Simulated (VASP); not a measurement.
Data:

NaI is modelled in the cubic space group Fm-3m (No. 225), the rock salt structure, Pearson symbol cF8. Cell: a = b = c = 6.4020 Å, α = β = γ = 90.00°. Na on 4a is surrounded by 6 I at 3.201 Å (octahedral). I on 4b sees 6 Na at 3.201 Å (octahedral). (Neighbours: up to the widest gap in distance over summed covalent radii, below 1.35, at either atom; cation-cation and far metal-metal contacts left out.)
(The calculation used a cell of 2 atoms; values per cell refer to that cell.)

Computed with HSEsol screened hybrid, VASP's PBE PAW potentials (set 64) (plane waves; VASP). Numerical set-up: 520 eV cut-off, 6×6×6 Γ-centred mesh, Gaussian smearing of 0.050 eV, potentials Na_pv I.

Q: Give the energy at these volumes per atom, relative to the lowest: 31.64, 32.68, 33.72, 34.77, 35.81 Å³.

A: 2.4, 0.0, 1.3, 5.7, 12.6 meV/atom. A third-order Birch-Murnaghan fit gives B0 = 17.4 GPa and B0′ = 4.9.

The compound is NaI in the rock salt structure. It was relaxed first. The cell's shape comes from a PBE relaxation.
